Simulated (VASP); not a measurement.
Write the native input for VASP 6.6.1 that does the following.

```
Task                   : single point
Functional             : PBE
Potentials or basis    : VASP PAW PBE potentials, release 64 (Cd, Si)
Cutoff                 : 520 eV
k mesh                 : 4 × 4 × 4
Occupations            : gaussian, width 0.1 eV
Spin                   : no spin polarisation
Dipole correction      : no
Further INCAR settings : ALGO = Fast; EDIFF = 1e-06; NBANDS = 37
```

The structure of Cd2Si lies in POSCAR:

```
Cd2Si
1.0
   -2.3424220129      3.7468964928      3.9709164253
    2.3424220129     -3.7468964928      3.9709164253
    2.3424220129      3.7468964928     -3.9709164253
Cd Si
4 2
Direct
    0.2140000000      0.1620000000      0.0520000000
    0.6100000000      0.1620000000      0.4480000000
    0.7860000000      0.8380000000      0.9480000000
    0.3900000000      0.8380000000      0.5520000000
    0.7960000000      0.5460000000      0.2500000000
    0.2040000000      0.4540000000      0.7500000000
```

The cell was built by a generator and needn't be a form met in nature.

One way to write it, as run:

INCAR

```
SYSTEM = Cd2Si
PREC     = Accurate       ! precision mode
ENCUT    = 520            ! plane-wave cutoff, eV
EDIFF    = 1E-6           ! SCF threshold, eV
ISMEAR   = 0              ! smearing method
SIGMA    = 0.1            ! smearing width, eV
LREAL    = .False.        ! projectors in reciprocal space
LASPH    = .True.         ! aspherical terms in the spheres
NELM     = 100            ! most SCF steps
ALGO     = Fast           ! electronic algorithm
ISIF     = 2              ! what is computed and relaxed
LWAVE    = .False.        ! write WAVECAR
LCHARG   = .True.         ! write CHGCAR
GGA      = PE             ! functional
LELF     = .True.         ! ELF
LVHAR    = .True.       
NBANDS   = 37             ! bands
```

KPOINTS

```
regular mesh
0
Gamma
  4 4 4
  0 0 0
```

Potentials or basis: VASP PAW PBE potentials, release 64 (Cd, Si).

Command:

```sh
$ cat potpaw_PBE.64/Cd/POTCAR potpaw_PBE.64/Si/POTCAR > POTCAR
$ mpirun -np 1 vasp_std > vasp.out
```

It gave:

| Property | Result |
| --- | --- |
| Pressure | 0.3 GPa |
| Largest force | 0.208 eV/Å |
| Band gap on the k mesh | none (metal or under the smearing width) |

Caveat: the k mesh is coarse (spacing up to 0.40 Å⁻¹), so the values aren't converged.

Run time: 77 s on 1 thread of Intel(R) Xeon(R) Platinum 8375C CPU @ 2.90GHz (Ice Lake), on a shared host, peak memory 0.35 GiB.
